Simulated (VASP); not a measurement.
VASP ran on this input.

**INCAR**
```
SYSTEM = PbI2
PREC = Accurate; ENCUT = 500; LREAL = .False.
LASPH = .True.
EDIFF = 1E-6; NELM = 100; ALGO = Normal
LMAXMIX = 4
ISMEAR = 1; SIGMA = 0.1
IBRION = 2; NSW = 40; ISIF = 3
EDIFFG = -0.02; PSTRESS = 300
LWAVE = .False.; LCHARG = .False.
```

File POSCAR:
```
PbI2
1
    1.8298271652    -3.1693581704    -0.0000000000
    1.8298271652     3.1693581704    -0.0000000000
   -0.0000000000    -0.0000000000     6.7396855026
Pb I
1 2
Direct
  0.0000000000   0.0000000000   0.0000000000
  0.3333330000   0.6666670000   0.3145386033
  0.6666670000   0.3333330000   0.6854613967
```

### KPOINTS
```
Automatic mesh
0
Gamma
10 10 5
0 0 0
```

POTCAR, in this order: Pb_d I (LDA.64 set). Program: vasp_std.

Write an equivalent input for Ansatz.

One equivalent input (not run):
Ansatz 0.2 input:
```yaml
crystal:
  lattice:
    - [1.8298272, -3.1693582, 0.0000000]
    - [1.8298272, 3.1693582, 0.0000000]
    - [0.0000000, 0.0000000, 6.7396855]
  atoms:
    - { symbol: Pb, position: [0.0000000, 0.0000000, 0.0000000] }
    - { symbol: I, position: [0.3333330, 0.6666670, 0.3145386] }
    - { symbol: I, position: [0.6666670, 0.3333330, 0.6854614] }
kpoints:
  mp_grid: { grid: [10, 10, 5] }
hamiltonian:
  xc: lda
  pseudopotentials: { kind: paw }
scf:
  occupations: { method: methfessel_paxton, width: 0.1 }
  max_iter: 100
relax:
  max_steps: 40
  f_tol: 0.02
  cell: { p_target: 30 }
output: { forces: true, stress: true, eigenvalues: true }
```
The two are equivalent in intent, not identical: each code has its own PAW files, so the cut-off isn't converted (ENCUT is set for VASP's; basis.ecutwfc is left out, and Ansatz then takes the one that its files recommend); Ansatz stops its SCF on the density residual and VASP on the energy change (EDIFF); Ansatz's lda is the Perdew-Wang form, while the LDA potentials of VASP carry Perdew-Zunger's.

The compound is PbI2 in the 1T layered structure. This run relaxes it under an external pressure of 30 GPa. Symmetry was kept, so distortions that lower it aren't found.
